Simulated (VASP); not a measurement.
C, 2 atoms in the cell. Symmetry: Fd-3m, No. 227, cubic system. Conventional cell: a = 3.573 Å, b = 3.573 Å, c = 3.573 Å, α = 90.00°, β = 90.00°, γ = 90.00°. C (site symmetry -43m) is surrounded by 4 C at 1.55 Å. This isn't the form of C at room conditions, which is graphite.

| Property | Result |
| --- | --- |
| Program | VASP 6.6.1 |
| Task | band structure |
| Functional | PBE0 |
| Potentials or basis | VASP PAW PBE potentials, release 64 (C) |
| Cutoff | 520 eV |
| k mesh | 8 × 8 × 8 |
| Occupations | gaussian, width 0.02 eV |
| Spin | no spin polarisation |
| Grid for exact exchange (PRECFOCK) | Fast |
| Exchange at q = 0 | truncated |
| Further INCAR settings | ALGO = Normal; EDIFF = 1e-07 |

Potentials or basis: VASP PAW PBE potentials, release 64 (C).

The run is started by

```bash
$ cat potpaw_PBE.64/C/POTCAR > POTCAR
$ cp INCAR.step1 INCAR
$ mpirun -np 4 vasp_std > vasp.out
$ cp INCAR.step2 INCAR
$ mpirun -np 4 vasp_std > vasp.out
```

Hardware: 4 MPI ranks on Intel(R) Xeon(R) Platinum 8488C (Sapphire Rapids), on a shared host.

**Question.** How long does it take, and how much memory?

**Answer.** Wall time 2.6 min on 4 MPI ranks on Intel(R) Xeon(R) Platinum 8488C (Sapphire Rapids), on a shared host, peak memory 0.15 GiB a rank. Counts: scf iterations 44, k points 29.
